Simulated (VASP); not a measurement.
Here is the system:

```
KZrS2
1.0
    1.84303     1.06407     7.38241
   -1.84303     1.06407     7.38241
    0.00000    -2.12814     7.38241
K Zr S
1 1 2
Direct
  0.50000   0.50000   0.50000
  0.00000   0.00000   0.00000
  0.73437   0.73437   0.73437
  0.26563   0.26563   0.26563
```

Calculation: PBEsol GGA, VASP's PBE PAW potentials (set 64) (plane waves; VASP). Run with 400 eV cut-off, Gaussian smearing of 0.050 eV, potentials K_sv Zr_sv S.

Question: Give the energies of bands 11 to 19 at the high-symmetry points, in eV from the Fermi level.

Answer: 
```
band      Γ      T     H2      L     S0      F
----  -----  -----  -----  -----  -----  -----
11    -6.05  -5.55  -5.15  -5.96  -5.20  -6.19
12    -4.16  -4.12  -5.15  -4.98  -5.05  -4.74
13    -4.16  -4.12  -4.88  -4.33  -4.94  -4.55
14    -2.85  -3.77  -4.08  -4.06  -4.09  -4.13
15    -2.01  -2.12  -4.07  -3.75  -4.06  -3.33
16    -2.01  -2.12  -3.82  -2.99  -3.81  -2.88
17     0.16   0.28   0.89  -0.69   0.92  -1.02
18     0.25   0.28   1.24   2.08   1.34   2.06
19     0.25   0.77   1.54   2.37   1.43   2.38
```

It has no gap at this level: it comes out as a metal or semimetal.

The structure comes from a computed database's KZrS2 entry (R-3m); how it stands against other phases isn't given here. It was relaxed first. The electron count is odd and the run is not spin-polarised, which forces a metal.
